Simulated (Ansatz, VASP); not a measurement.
## One calculation of B2Ir2Os, two programs

```
CELL_PARAMETERS angstrom
0.00000 3.45165 0.00000
3.45165 0.00000 0.00000
1.72582 1.72582 -5.00291
ATOMIC_POSITIONS crystal
Ir 0.75000 0.25000 0.50000
Ir 0.25000 0.75000 0.50000
B 0.39476 0.39476 0.21048
B 0.60524 0.60524 0.78952
Os 0.00000 0.00000 0.00000
```

Alike in both runs: functional r2SCAN; k mesh 6 × 6 × 6; occupations fermi-dirac, width 0.0128 eV; no spin polarisation.

Ansatz relaxed the structure, and its values are those at the end. VASP's run is a single point on that final structure, the one shown.

```csv
,VASP,Ansatz
version,VASP 6.6.1,Ansatz 0.2.0
potentials or method,"VASP PAW PBE potentials, release 64 (Ir, B, Os)",PAW plane waves
plane-wave cutoff (eV),520,500
valence electrons in the cell,32,56
```

```tsv
	VASP	Ansatz	Ansatz less VASP
pressure (GPa)	4.2	2.1	-2.07
rms of the force components (eV/Å)	0.038	0.000	-0.0381
```

The functional is the same, so the differences come from potentials, cutoffs and numerics. The two sets of potentials don't hold the same shells in valence. Ansatz warned: «stress_scf_threshold_loose».

Caveats: the PAW data sets were made with another functional, which shifts forces and pressure a little (VASP). The runs have no spin-orbit coupling, so splittings on Ir, Os are missing.
